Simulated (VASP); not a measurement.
```
CELL_PARAMETERS angstrom
      0.00000     3.04470     3.04470
      3.04470     0.00000     3.04470
      3.04470     3.04470     0.00000
ATOMIC_POSITIONS crystal
  Eu 0.00000 0.00000 0.00000
  S  0.50000 0.50000 0.50000
```

The base run (VASP): PBE GGA, plane waves, VASP's PBE PAW potentials (set 64). Run with 400 eV cut-off, 7×7×7 Γ-centred mesh, Gaussian smearing of 0.050 eV, potentials Eu_2 S.

The 4f electrons are frozen in the core of the lanthanide potential, so 4f levels, which can set the real gap, and their magnetism are missing.

One setting is varied; ΔE counts from the base run. The base run took about 20 core-seconds. Times come from single runs on busy shared machines, so they are rough: good to a factor of about 2.

Pressures at a finite cut-off, here 400 eV, hold a Pulay part, which wasn't tested here.

```csv
setting,cost over the base run,electronic steps,ΔE (meV/atom),pressure (GPa)
SYMPREC = 1E-3,within a factor of 2,12,0.0,-4.88
ISYM = 1,within a factor of 2,12,0.0,-4.88
base run,reference,12,0.0,-4.88
ISYM = 0,about 5 times,12,0.0,-4.87
ISYM = -1,about 9 times,12,0.0,-4.87
```

Left out are runs that failed, have no time on record or changed the cell.

The compound is EuS in the rock salt structure. The cell was not relaxed at this level.
